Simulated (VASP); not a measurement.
Energy against volume of W (bcc). Computed with PBE GGA with D3 dispersion (zero damping), VASP's PBE PAW potentials (set 64) (plane waves; VASP). Run with 520 eV cut-off, 16×16×16 Γ-centred mesh, first-order Methfessel-Paxton smearing of 0.10 eV, potentials W_sv.

| V (Å³/atom) | E (eV/atom) |
|---|---|
| 14.841 | -13.51006 |
| 15.315 | -13.55744 |
| 15.788 | -13.57107 |
| 16.262 | -13.55590 |

Task: Fit these four points and predict the energy of the run at 16.735 Å³/atom.

Result: A cubic in V^(−2/3), the third-order Birch-Murnaghan form, passes through the four points with V0 = 15.76 Å³/atom and B0 = 326 GPa, and gives -13.5161 eV/atom there. The run gave -13.5166 eV/atom, -0.5 meV/atom from the fit; all five points give B0 = 325 GPa.

The compound is W in the bcc structure. It was relaxed first.
